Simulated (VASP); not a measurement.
Given:

```
CELL_PARAMETERS angstrom
      0.00000     2.04037     2.04037
      2.04037     0.00000     2.04037
      2.04037     2.04037     0.00000
ATOMIC_POSITIONS crystal
  Au 0.00000 0.00000 0.00000
```

Level of theory: PBEsol GGA, VASP's PBE PAW potentials (set 64) (plane waves; VASP 6.6.1). Run with 400 eV cut-off, 17×17×17 Γ-centred mesh, tetrahedra with Blöchl corrections, potentials Au.

Unless said otherwise, spin-orbit coupling is left out, though it shifts the bands of the heavy elements here.

Predict the energy per atom (σ→0), band gap (on the k-mesh) with the smallest direct gap where there is one.

| Quantity | Value |
|---|---|
| band gap (on the k-mesh) | none (metal, semimetal or under 0.01 eV) |
| energy per atom (σ→0) | -3.924 eV/atom |

The structure comes from a measured Au entry (Fm-3m) of the Crystallography Open Database, whose conditions weren't checked. It was relaxed first.
